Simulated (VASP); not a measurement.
**PbS (relaxed from the GeS structure, space group Pnma): computed properties**

These are r2SCAN meta-GGA, VASP's PBE PAW potentials (set 64) (plane waves; VASP 6.6.1) values and carry that method's errors.

For PbS, the space group is Pnma (62), the cell comes out as a = 11.944 Å, b = 4.226 Å, c = 4.280 Å, α = β = γ = 90.00° and the volume per atom comes out as 27.01 Å³/atom. The band gap (over mesh and band path) is 1.64 eV and the smallest direct gap (over mesh and band path) comes out as 1.73 eV. The band-edge character is indirect, Γ-Z at 0.75 to Y-Γ at 0.25 and the density comes out as 7.36 g/cm³.

Space group Pnma (No. 62); a = 11.9440 Å, b = 4.2265 Å, c = 4.2801 Å, α = β = γ = 90.00°

```json
[
 {"atom": "Pb", "site": "4c", "symmetry": ".m.", "x": "0.1282", "y": "0.2500", "z": "0.1183"},
 {"atom": "S", "site": "4c", "symmetry": ".m.", "x": "0.3545", "y": "0.2500", "z": "0.0552"}
]
```

The path is coarsely sampled, so an indirect gap can come out somewhat too large. Unless said otherwise, spin-orbit coupling is left out, though it shifts the bands of the heavy elements here.

The structure was generated: PbS was put into the GeS type (Pnma), which need not be its known phase. It was relaxed first, which changed the volume by -8 %. Symmetry was kept, so distortions that lower it aren't found.
